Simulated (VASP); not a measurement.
Calculation: PBEsol GGA, VASP's PBE PAW potentials (set 64) (plane waves; VASP 6.6.1).

The input files of a VASP run:

**POSCAR**
```
CuI
1
    0.0000000000     2.9685087804     2.9685087804
    2.9685087804     0.0000000000     2.9685087804
    2.9685087804     2.9685087804     0.0000000000
Cu I
1 1
Direct
  0.0000000000   0.0000000000   0.0000000000
  0.2500000000   0.2500000000   0.2500000000
```

**KPOINTS**
```
kpoints
0
gamma
8 8 8
```

INCAR:
```
SYSTEM = CuI
PREC = Accurate
ENCUT = 480
EDIFF = 1E-7
NELM = 100
ALGO = Normal
LREAL = .FALSE.
LASPH = .TRUE.
ISMEAR = 0
SIGMA = 0.05
GGA = PS
LMAXMIX = 4
LWAVE = .FALSE.
LCHARG = .FALSE.
ISIF = 3
IBRION = 2
NSW = 40
EDIFFG = -0.01
PSTRESS = 10
```

POTCAR, in this order: Cu I (PBE.64 set). Program: vasp_std.

Unless said otherwise, spin-orbit coupling is left out, though it shifts the bands of the heavy elements here.

Predict the energy per atom (σ→0), volume per atom, band gap (on the k-mesh).

```json
{
 "energy per atom (σ→0)": "-3.158 eV/atom",
 "band gap (on the k-mesh)": "1.25 eV",
 "volume_per_atom": "25.72 Å³/atom"
}
```

**OSZICAR**
```
...
DAV:   3    -0.631710937642E+01    0.21556E-02   -0.12000E-02   759   0.381E+00    0.105E-01
DAV:   4    -0.631691721528E+01    0.19216E-03   -0.65782E-04   869   0.257E-01    0.364E-02
DAV:   5    -0.631690687252E+01    0.10343E-04   -0.24415E-05  1087   0.127E-01    0.316E-02
DAV:   6    -0.631690147675E+01    0.53958E-05   -0.59501E-06  1166   0.351E-02    0.117E-02
DAV:   7    -0.631690055448E+01    0.92227E-06   -0.18173E-06  1198   0.476E-02    0.227E-03
DAV:   8    -0.631690066661E+01   -0.11213E-06   -0.64577E-07   955   0.577E-03    0.298E-03
DAV:   9    -0.631690066828E+01   -0.16689E-08   -0.22273E-08   397   0.340E-03
   3 F= -.59958664E+01 E0= -.59958664E+01  d E =-.253017E-02
```

The compound is CuI in the zinc blende structure. This run relaxes it under an external pressure of 1 GPa. Symmetry was kept, so distortions that lower it aren't found.
